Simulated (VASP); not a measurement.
Calculation: PBE GGA, VASP's PBE PAW potentials (set 64) (plane waves; VASP 6.6.1).

VASP ran on this input.

INCAR:
```
LWAVE=.FALSE.
GGA=PE
PREC=Accurate
EDIFF=1E-6   # SCF stop (eV)
LREAL=.FALSE.   # projection in real space or not
ISIF=2   # forces and stress, cell fixed
SYSTEM=GaP
LCHARG=.FALSE.
SIGMA=0.05   # width (eV)
LMAXMIX=4   # l cut-off of mixed one-centre charges
ENCUT=400
LASPH=.TRUE.
ISMEAR=0   # Gaussian
NELM=100   # most electronic steps
ALGO=VeryFast
```

### POSCAR
```
GaP
1
    0.0000000000     2.7250000000     2.7250000000
    2.7250000000     0.0000000000     2.7250000000
    2.7250000000     2.7250000000     0.0000000000
Ga P
1 1
Direct
  0.0000000000   0.0000000000   0.0000000000
  0.2500000000   0.2500000000   0.2500000000
```

File KPOINTS:
```
K-points
0
Gamma
8 8 8
0 0 0
```

POTCAR, in this order: Ga_d P (PBE.64 set). Program: vasp_std.

What will the output report for the number of irreducible k-points (NKPTS), number of bands (NBANDS), largest plane-wave count, number of space-group operations, FFT grid (NGX, NGY, NGZ)?

```json
{
 "number of irreducible k-points (NKPTS)": "29",
 "number of bands (NBANDS)": "13",
 "largest_plane_wave_count": "754",
 "number_of_space_group_operations": "24",
 "FFT grid (NGX, NGY, NGZ)": "28 × 28 × 28"
}
```

The compound is GaP in the zinc blende structure. The cell was not relaxed at this level. The run is one of a series of settings (ALGO = VeryFast against the base run), some of them coarse on purpose.
